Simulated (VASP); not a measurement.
```
Si
1.0
    3.84365     0.00000     0.00000
    0.00000     3.84365     0.00000
    0.00000     0.00000    25.88458
Si
8
Direct
  0.25000   0.50000   0.31721
  0.25000   0.00000   0.36918
  0.75000   0.00000   0.42164
  0.75000   0.50000   0.47368
  0.25000   0.50000   0.52632
  0.25000   0.00000   0.57836
  0.75000   0.00000   0.63082
  0.75000   0.50000   0.68279
```

Computed with PBEsol GGA, VASP's PBE PAW potentials (set 64) (plane waves; VASP). Run with PREC = Normal, 400 eV cut-off, 7×7×1 Γ-centred mesh, first-order Methfessel-Paxton smearing of 0.10 eV, potentials Si.

Estimate the energy per atom (σ→0), band gap (on the k-mesh) with the smallest direct gap where there is one.

```json
{
  "band gap (on the k-mesh)": "none (metal, semimetal or under 0.01 eV)",
  "energy per atom (σ→0)": "-5.218 eV/atom"
}
```

The absolute energy has meaning only against runs of the same code, potentials and settings.

The cell is a thin slab with vacuum, built from Si (diamond): (100) face.
